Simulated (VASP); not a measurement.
## KAl under changes of volume

One of the cells (35.846 Å³/atom); the others are scaled copies at fixed shape and fractional positions:

```
K Al
1.0
     4.15424    0.00000    0.00000
     0.00000    4.15424    0.00000
     0.00000    0.00000    4.15424
K Al
1 1
Direct
  0.50000 0.50000 0.50000
  0.00000 0.00000 0.00000
```

The cell was built by a generator and needn't be a form met in nature.

* Program: VASP 6.6.1
* Functional: PBE
* Potentials or basis: VASP PAW PBE potentials, release 64 (K_sv, Al)
* Cutoff: 520 eV
* k mesh: 7 × 7 × 7
* Occupations: fermi-dirac, width 0.05 eV
* Spin: no spin polarisation

```tsv
volume (Å³/atom)	energy over the lowest point (meV/atom)	pressure (GPa)
33.035	5.21	1.0
33.738	1.86	0.6
34.441	0.00	0.3
35.846	0.13	-0.3
36.549	?	?
37.252	4.52	-0.7
```

Question: What does the run at 36.549 Å³/atom give?

Answer: Energy over the lowest point 1.85 meV/atom; pressure -0.5 GPa.

Worked out: A Birch-Murnaghan fit of order 3 (a polynomial in V^(-2/3)) to the other rows has its minimum at 35.09 Å³/atom with B0 = V·E''(V) = 13.6 GPa and B' = 4.6. It gives 1.85 meV/atom at 36.549 Å³/atom, against the run's 1.85, and -dE/dV = -0.5 GPa, against -0.5.

Energies are extrapolated to zero smearing.
